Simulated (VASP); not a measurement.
A cell of NiSi₂ (fluorite) near equilibrium:

```yaml
crystal:
  lattice:
    - [0.00000, 2.69851, 2.69851]
    - [2.69851, 0.00000, 2.69851]
    - [2.69851, 2.69851, 0.00000]
  atoms:
    - { symbol: Si, position: [0.25000, 0.25000, 0.25000] }
    - { symbol: Si, position: [0.75000, 0.75000, 0.75000] }
    - { symbol: Ni, position: [0.00000, 0.00000, 0.00000] }
```

Method: PBEsol GGA, VASP's PBE PAW potentials (set 64) (plane waves; VASP).

```tsv
run	ΔE (meV/atom)	σxx	σyy	σzz	largest shear component, with its sign (GPa)	largest force (eV/Å)
as it is	0.0	-0.48	-0.48	-0.48	0.00	0.000
after one change	0.9	-0.45	-0.45	-0.43	-0.70	0.211
```
Stress is in GPa, positive when the cell is compressed.

What was changed between the two runs?
(A) atom 2 (Si) moved by -0.025 Å along z
(B) isotropic strain of +4.0 %
(C) isotropic strain of -0.5 %
(D) isotropic strain of -1.5 %

A, atom 2 (Si) moved by -0.025 Å along z

The compound is NiSi2 in the fluorite structure. The run is not spin-polarised, so no magnetic state was tried.
